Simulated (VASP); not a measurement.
An input for Quantum ESPRESSO's pw.x (written as the equivalent of a VASP run, and not itself run):

```
&CONTROL
  calculation = 'vc-relax'
  pseudo_dir = './pseudo'
  outdir = './out'
  tprnfor = .true.
  tstress = .true.
  nstep = 60
  forc_conv_thr = 0.00039
/
&SYSTEM
  ibrav = 0
  nat = 2
  ntyp = 2
  ecutwfc = 74
  occupations = 'smearing'
  smearing = 'gaussian'
  degauss = 0.003675
  input_dft = 'vdw-df-ob86'
/
&ELECTRONS
  conv_thr = 7.3e-08
  electron_maxstep = 100
/
&IONS
/
&CELL
/
ATOMIC_SPECIES
  K 39.098 K.upf
  I 126.904 I.upf
CELL_PARAMETERS angstrom
     0.0000000    3.5111166    3.5111166
     3.5111166    0.0000000    3.5111166
     3.5111166    3.5111166    0.0000000
ATOMIC_POSITIONS crystal
  K    0.0000000  0.0000000  0.0000000
  I    0.5000000  0.5000000  0.5000000
K_POINTS automatic
  6 6 6 0 0 0
```

Question: Translate this input to VASP (INCAR, KPOINTS, POSCAR, choice of POTCAR).

Answer: Several could match; the one computed here: 
**INCAR**
```
SYSTEM  =  KI
PREC  =  Accurate; ENCUT  =  520; LREAL  =  .False.
LASPH  =  .True.
EDIFF  =  1E-6; NELM  =  100; ALGO  =  Normal
LMAXMIX  =  4
ISMEAR  =  0; SIGMA  =  0.05
GGA  =  MK; LUSE_VDW  =  .True.; AGGAC  =  0.0
PARAM1  =  0.1234; PARAM2  =  1.0
IBRION  =  2; NSW  =  60; ISIF  =  3
EDIFFG  =  -0.01
LWAVE  =  .False.; LCHARG  =  .False.
```

**KPOINTS**
```
Automatic mesh
0
Gamma
6 6 6
0 0 0
```

File POSCAR:
```
KI
1.0
  0.0000000000   3.5111165828   3.5111165828
  3.5111165828   0.0000000000   3.5111165828
  3.5111165828   3.5111165828   0.0000000000
K I
1 1
Cartesian
  0.0000000000   0.0000000000   0.0000000000
  3.5111165828   3.5111165828   3.5111165828
```

POTCAR, in this order: K_sv I (PBE.64 set). Program: vasp_std.

Limits of the translation: the potentials are each code's own (VASP's PAW set, PseudoDojo norm-conserving files in pw.x), so ENCUT and ecutwfc are chosen apart and not converted; conv_thr bounds pw.x's estimated SCF error, while EDIFF bounds the energy change between steps; forc_conv_thr acts on force components and is met together with etot_conv_thr.

The compound is KI in the rock salt structure. It was relaxed first. The start is the result of an earlier pass.
